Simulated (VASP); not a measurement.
Method: PBEsol GGA, VASP's PBE PAW potentials (set 64) (plane waves; VASP).

Input for VASP

**POSCAR**
```
Co
1.0
  2.5100000000   0.0000000000   0.0000000000
 -1.2550000000   2.1737240000   0.0000000000
  0.0000000000   0.0000000000   4.0700000000
Co
2
Cartesian
  1.2550012550   0.7245739421   3.0525000000
 -0.0000012550   1.4491500579   1.0175000000
```

INCAR:
```
MAGMOM=1.8 1.8
LASPH=.TRUE.
EDIFFG=-0.01   ! ionic stop
LCHARG=.FALSE.
ISMEAR=1
ISPIN=2
ALGO=Normal   ! blocked Davidson
LREAL=.FALSE.   ! projection in real space or not
PREC=Accurate
EDIFF=1E-6
GGA=PS
LWAVE=.FALSE.
ENCUT=480   ! plane-wave cut-off (eV)
LORBIT=10
NELM=100
IBRION=2   ! conjugate gradients
LMAXMIX=4   ! l cut-off of mixed one-centre charges
SYSTEM=Co
SIGMA=0.1
NSW=60   ! most ionic steps
ISIF=3   ! ions, shape and volume
```

KPOINTS:
```
Automatic mesh
0
Gamma
15 15 8
0 0 0
```

POTCAR, in this order: Co (PBE.64 set). Program: vasp_std.

The resulting files:

### OUTCAR
```
 ion  position               nearest neighbor table
   1  0.667  0.333  0.750-   2 2.50   2 2.50   2 2.50   2 2.50   2 2.50   2 2.50
   2  0.333  0.667  0.250-   1 2.50   1 2.50   1 2.50   1 2.50   1 2.50   1 2.50
  LATTYP: Found a hexagonal cell.
 ALAT       =     2.5100000000
 C/A-ratio  =     1.6215139442
 Subroutine PRICEL returns:
 Original cell was already a primitive cell.
 Subroutine GETGRP returns: Found 24 space group operations
The static configuration has the point symmetry D_3d.
 The point group associated with its full space group is D_6h.
The dynamic configuration has the point symmetry D_3d.
The overall configuration has the point symmetry D_3d.
 Subroutine INISYM returns: Found 24 space group operations
 Subroutine IBZKPT returns following result:
 Found    135 irreducible k-points:

 Following reciprocal coordinates:
            Coordinates               Weight
  0.000000  0.000000  0.000000      1.000000
  0.066667  0.000000  0.000000      6.000000
  0.133333  0.000000  0.000000      6.000000
  0.200000  0.000000  0.000000      6.000000
  0.266667  0.000000  0.000000      6.000000
  0.333333  0.000000  0.000000      6.000000
...
```

**OSZICAR**
```
       N       E                     dE             d eps       ncg     rms          rms(c)
DAV:   1     0.765908960105E+02    0.76591E+02   -0.79133E+03  8204   0.149E+03
DAV:   2    -0.158293740386E+02   -0.92420E+02   -0.85637E+02  8121   0.250E+02
DAV:   3    -0.179247778012E+02   -0.20954E+01   -0.20351E+01  9605   0.536E+01
DAV:   4    -0.179571746424E+02   -0.32397E-01   -0.32391E-01 11680   0.507E+00
DAV:   5    -0.179574388849E+02   -0.26424E-03   -0.26424E-03  9962   0.435E-01    0.155E+01
DAV:   6    -0.159674024419E+02    0.19900E+01   -0.16721E+01  8639   0.826E+01    0.764E+00
DAV:   7    -0.154362491328E+02    0.53115E+00   -0.23796E+00  8989   0.302E+01    0.381E+00
DAV:   8    -0.154173412786E+02    0.18908E-01   -0.20415E-02 11304   0.156E+00    0.167E+00
DAV:   9    -0.154007288899E+02    0.16612E-01   -0.56360E-03 11697   0.130E+00    0.537E-01
DAV:  10    -0.154002111461E+02    0.51774E-03   -0.63987E-04 11032   0.349E-01    0.234E-01
DAV:  11    -0.153999231396E+02    0.28801E-03   -0.19319E-04 11252   0.219E-01    0.305E-02
DAV:  12    -0.153999158417E+02    0.72979E-05   -0.85097E-06  8762   0.298E-02    0.171E-02
DAV:  13    -0.153999140190E+02    0.18226E-05   -0.20643E-06  5891   0.201E-02    0.825E-03
DAV:  14    -0.153999140212E+02   -0.21519E-08   -0.56649E-07  5154   0.954E-03
   1 F= -.15399914E+02 E0= -.15399874E+02  d E =-.153999E+02  mag=     3.2784
       N       E                     dE             d eps       ncg     rms          rms(c)
DAV:   1    -0.199828960027E+02   -0.45830E+01   -0.53775E+01  8107   0.128E+02    0.191E+01
DAV:   2    -0.159662545142E+02    0.40166E+01   -0.17029E+01  8744   0.898E+01    0.101E+01
DAV:   3    -0.154981610367E+02    0.46809E+00   -0.16288E+00  8975   0.255E+01    0.479E+00
DAV:   4    -0.154290721899E+02    0.69089E-01   -0.28180E-02 10755   0.171E+00    0.164E+00
DAV:   5    -0.153701386505E+02    0.58934E-01   -0.13413E-02 12696   0.166E+00    0.346E-01
DAV:   6    -0.153702758315E+02   -0.13718E-03   -0.33426E-03  9101   0.899E-01    0.156E-01
DAV:   7    -0.153704113951E+02   -0.13556E-03   -0.72688E-05 10085   0.995E-02    0.835E-02
DAV:   8    -0.153704124598E+02   -0.10647E-05   -0.13599E-05  9752   0.585E-02    0.408E-02
DAV:   9    -0.153704050478E+02    0.74120E-05   -0.32450E-06  8855   0.207E-02    0.528E-03
DAV:  10    -0.153704045198E+02    0.52803E-06   -0.27705E-07  4750   0.670E-03
   2 F= -.15370405E+02 E0= -.15370465E+02  d E =0.295095E-01  mag=     3.0352
       N       E                     dE             d eps       ncg     rms          rms(c)
DAV:   1    -0.167909082103E+02   -0.14205E+01   -0.16217E+01  8100   0.781E+01    0.905E+00
DAV:   2    -0.157341966664E+02    0.10567E+01   -0.60372E+00  8653   0.486E+01    0.546E+00
DAV:   3    -0.155104041582E+02    0.22379E+00   -0.62092E-01  8639   0.163E+01    0.266E+00
DAV:   4    -0.154913335186E+02    0.19071E-01   -0.10526E-02  9783   0.119E+00    0.107E+00
DAV:   5    -0.154732121276E+02    0.18121E-01   -0.56846E-03 12147   0.103E+00    0.204E-01
DAV:   6    -0.154732671631E+02   -0.55035E-04   -0.30879E-04  9117   0.212E-01    0.918E-02
DAV:   7    -0.154733514239E+02   -0.84261E-04   -0.20065E-05 10944   0.522E-02    0.556E-02
DAV:   8    -0.154733591706E+02   -0.77467E-05   -0.49782E-06  9169   0.321E-02    0.173E-02
DAV:   9    -0.154733600900E+02   -0.91940E-06   -0.40650E-07  4155   0.996E-03
   3 F= -.15473360E+02 E0= -.15473723E+02  d E =-.734461E-01  mag=     3.1694
       N       E                     dE             d eps       ncg     rms          rms(c)
DAV:   1    -0.154738096367E+02   -0.45047E-03   -0.50544E-03  8114   0.133E+00    0.169E-01
DAV:   2    -0.154734654848E+02    0.34415E-03   -0.19038E-03  8639   0.904E-01    0.105E-01
DAV:   3    -0.154733919596E+02    0.73525E-04   -0.21038E-04  8583   0.298E-01    0.461E-02
DAV:   4    -0.154733861577E+02    0.58019E-05   -0.27714E-06  8770   0.224E-02    0.165E-02
DAV:   5    -0.154733812577E+02    0.48999E-05   -0.10171E-06  4407   0.165E-02    0.277E-03
DAV:   6    -0.154733811855E+02    0.72241E-07   -0.50610E-07  4155   0.867E-03
   4 F= -.15473381E+02 E0= -.15473756E+02  d E =-.734672E-01  mag=     3.1667
       N       E                     dE             d eps       ncg     rms          rms(c)
DAV:   1    -0.154746657214E+02   -0.12845E-02   -0.37014E-02  9066   0.166E+00    0.210E-01
DAV:   2    -0.154738636778E+02    0.80204E-03   -0.55269E-04 10894   0.420E-01    0.107E-01
DAV:   3    -0.154736040704E+02    0.25961E-03   -0.34781E-04 10030   0.217E-01    0.288E-02
DAV:   4    -0.154736118740E+02   -0.78036E-05   -0.29327E-05  9753   0.794E-02    0.789E-03
DAV:   5    -0.154736094943E+02    0.23798E-05   -0.15945E-06  5665   0.254E-02    0.501E-03
DAV:   6    -0.154736088438E+02    0.65049E-06   -0.72027E-07  4252   0.117E-02
   5 F= -.15473609E+02 E0= -.15473989E+02  d E =-.227658E-03  mag=     3.1621
```

File OUTCAR:
```
------------------------ aborting loop because EDIFF is reached ----------------------------------------
  FORCE on cell =-STRESS in cart. coord.  units (eV):
  Direction    XX          YY          ZZ          XY          YZ          ZX
  --------------------------------------------------------------------------------------
  Total        0.0088584      0.0088584      0.0042876      0.0000000      0.0000000      0.0000000
  in kB        0.6863947      0.6863949      0.3322263      0.0000000      0.0000000      0.0000000
  external PRESSURE =       0.5683386 kB  Pullay stress =       0.0000000 kB
  volume of cell :       20.68
      direct lattice vectors                 reciprocal lattice vectors
     2.455336456  0.000000000 -0.000000000     0.407276159  0.235140975  0.000000000
    -1.227668228  2.126383967  0.000000000    -0.000000000  0.470281951  0.000000000
    -0.000000000 -0.000000000  3.960396392     0.000000000  0.000000000  0.252499978
 POSITION                                       TOTAL-FORCE (eV/Angst)
 -----------------------------------------------------------------------------------
      1.22767      0.70879      2.97030        -0.000000      0.000000      0.000000
     -0.00000      1.41759      0.99010         0.000000     -0.000000      0.000000
 -----------------------------------------------------------------------------------
    total drift:                                0.000024     -0.000014     -0.000019
  FREE ENERGIE OF THE ION-ELECTRON SYSTEM (eV)
  ---------------------------------------------------
  free  energy   TOTEN  =       -15.4736088438 eV

  energy  without entropy=      -15.4747483722  energy(sigma->0) =      -15.47398869

 total charge

# of ion       s       p       d       tot
------------------------------------------
    1        0.510   0.568   7.292   8.370
    2        0.510   0.568   7.292   8.370
--------------------------------------------------
tot          1.020   1.136  14.584  16.740

 magnetization (x)

# of ion       s       p       d       tot
------------------------------------------
    1       -0.015  -0.050   1.652   1.587
    2       -0.015  -0.050   1.652   1.587
--------------------------------------------------
tot         -0.030  -0.101   3.304   3.174

 reached required accuracy - stopping structural energy minimisation
```
(Selected blocks of OUTCAR.)

File CONTCAR:
```
Co
   1.00000000000000
     2.4553364562772502    0.0000000000000000   -0.0000000000000000
    -1.2276682281386251    2.1263839669794189    0.0000000000000000
    -0.0000000000000000   -0.0000000000000000    3.9603963921646299
  Co
     2
Direct
     0.6666669999999968    0.3333330000000032    0.7500000000000000
     0.3333330000000032    0.6666669999999968    0.2500000000000000
```

File OUTCAR:
```
 val. band max:       10.7496121081   @ k =   0.2000   0.2000   0.2500

 cond. band min:      10.7553461016   @ k =   0.2000   0.0667   0.0000


 Fermi energy:        10.7530516863

 spin component 1

 k-point     1 :       0.0000    0.0000    0.0000
  band No.  band energies     occupation
      1       1.5067      1.00000
      2       5.3909      1.00000
      3       8.1180      1.00000
      4       8.1283      1.00000
      5       8.1283      1.00000
      6       8.4724      1.00000
      7       8.4724      1.00000
      8       8.8402      1.00000
      9       8.8402      1.00000
     10      10.0436      1.00000
     11      10.0436      1.00000
     12      10.6337      1.03530
     13      17.5811      0.00000
     14      33.0589      0.00000
     15      36.0748      0.00000

 k-point     2 :       0.0667    0.0000    0.0000
  band No.  band energies     occupation
      1       1.6684      1.00000
      2       5.4903      1.00000
      3       7.9296      1.00000
      4       8.2069      1.00000
      5       8.2927      1.00000
      6       8.4350      1.00000
      7       8.5418      1.00000
      8       8.7463      1.00000
      9       8.7897      1.00000
     10       9.3432      1.00000
     11      10.0657      1.00000
     12      11.5337     -0.00000
     13      17.6049      0.00000
     14      31.9898      0.00000
     15      34.0477      0.00000

 k-point     3 :       0.1333    0.0000    0.0000
  band No.  band energies     occupation
      1       2.1426      1.00000
      2       5.7567      1.00000
      3       7.6943      1.00000
      4       8.2415      1.00000
      5       8.2999      1.00000
      6       8.4340      1.00000
      7       8.5268      1.00000
      8       8.6572      1.00000
      9       8.7416      1.00000
     10       8.8912      1.00000
     11      10.1183      1.00000
     12      12.8121      0.00000
     13      17.6852      0.00000
...
```

Energy and stress use the plane-wave basis of the starting cell.

The compound is Co in the hcp structure. This run relaxes it. Symmetry was kept, so distortions that lower it aren't found.
